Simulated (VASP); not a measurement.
Given:

```
CELL_PARAMETERS angstrom
      3.67481     0.00000     0.00000
      0.00000     3.67481     0.00000
      0.00000     0.00000     3.67481
ATOMIC_POSITIONS crystal
  Cu 0.00000 0.50000 0.50000
  Cu 0.50000 0.00000 0.50000
  Cu 0.50000 0.50000 0.00000
  Au 0.00000 0.00000 0.00000
```

All values below come from LDA (Ceperley-Alder, Perdew-Zunger), VASP's LDA PAW potentials (set 64) (plane waves; VASP). Run with 400 eV cut-off, 9×9×9 Γ-centred mesh, tetrahedra with Blöchl corrections, potentials Cu Au.

The cores are frozen, which limits the accuracy of field gradients.

Problem. Give the principal components of the electric field gradient (V/Å²) and the asymmetry η at each nucleus.

Solution. 
```tsv
atom	Vxx	Vyy	Vzz	η
Cu1	-11.6	-11.6	23.2	0.00
Cu2	-11.6	-11.6	23.2	0.00
Cu3	-11.6	-11.6	23.2	0.00
Au4	0.0	0.0	0.0	-
```

The compound is Cu3Au in the L1_2 structure. It was relaxed first, which changed the volume by -6 %.
